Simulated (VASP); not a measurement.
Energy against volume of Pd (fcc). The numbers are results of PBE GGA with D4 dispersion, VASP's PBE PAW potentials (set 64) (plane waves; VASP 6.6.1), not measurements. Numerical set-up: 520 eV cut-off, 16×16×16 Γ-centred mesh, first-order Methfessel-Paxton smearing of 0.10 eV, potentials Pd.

```json
[
 {"V (Å³/atom)": "14.449", "E (eV/atom)": "-5.69092"},
 {"V (Å³/atom)": "14.896", "E (eV/atom)": "-5.69905"},
 {"V (Å³/atom)": "15.343", "E (eV/atom)": "-5.69157"},
 {"V (Å³/atom)": "15.790", "E (eV/atom)": "-5.67127"}
]
```

Task: Fit these four points and predict the energy of the run at 14.002 Å³/atom.

Result: A cubic in V^(−2/3), the third-order Birch-Murnaghan form, passes through the four points with V0 = 14.89 Å³/atom and B0 = 186 GPa, and gives -5.6638 eV/atom there. The run gave -5.6638 eV/atom, -0.0 meV/atom from the fit; all five points give B0 = 186 GPa.

The compound is Pd in the fcc structure. It was relaxed first.
